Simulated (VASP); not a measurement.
```
CELL_PARAMETERS angstrom
      3.98326     0.00000     0.00000
      0.00000     3.98326     0.00000
      0.00000     0.00000    18.46365
ATOMIC_POSITIONS crystal
  Pb 0.50000 0.00000 0.43530
  Pb 0.00000 0.50000 0.56470
  O  0.50000 0.50000 0.50000
  O  0.00000 0.00000 0.50000
```

Method: PBEsol GGA, VASP's PBE PAW potentials (set 64) (plane waves; VASP). Settings: PREC = Normal, 500 eV cut-off, 12×12×1 Γ-centred mesh, Gaussian smearing of 0.050 eV, potentials Pb_d O.

Unless said otherwise, spin-orbit coupling is left out, though it shifts the bands of the heavy elements here.

**Question.** Predict the energy per atom (σ→0), band gap (on the k-mesh) with the smallest direct gap where there is one.

**Answer.** 
```json
{
  "band gap (on the k-mesh)": "2.59 eV",
  "smallest direct gap (on the k-mesh)": "2.59 eV",
  "energy per atom (σ→0)": "-5.680 eV/atom"
}
```

Only differences to runs with the same potentials and settings are physical.

The cell is a sheet with vacuum, built from PbO (litharge).
